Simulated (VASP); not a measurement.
Input:

```xyz
5
Lattice="3.8168 0.0000 0.0000 0.0000 3.8168 0.0000 0.0000 0.0000 3.8168" Properties=species:S:1:pos:R:3 pbc="T T T"
Sr     0.0000     0.0000     0.0000
Ti     1.9084     1.9084     1.9084
O      1.9084     0.0000     1.9084
O      0.0000     1.9084     1.9084
O      1.9084     1.9084     0.0000
```

Method: PBE GGA, VASP's PBE PAW potentials (set 64) (plane waves; VASP). Numerical set-up: 620 eV cut-off, 6×6×6 Γ-centred mesh, Gaussian smearing of 0.050 eV, potentials Sr_sv Ti_sv O.

**Question.** Estimate the energy per atom (σ→0), pressure, band gap (on the k-mesh) with the smallest direct gap where there is one.

**Answer.** 
* **band gap (on the k-mesh)**: 1.98 eV
* **smallest direct gap (on the k-mesh)**: 2.29 eV
* **energy per atom (σ→0)**: -7.956 eV/atom
* **pressure**: 19.83 GPa

The absolute energy has meaning only against runs of the same code, potentials and settings.

The compound is SrTiO3 in the cubic perovskite structure, the ideal cubic form; the compound distorts at low or room temperature. It was relaxed first under an external pressure of 20 GPa.
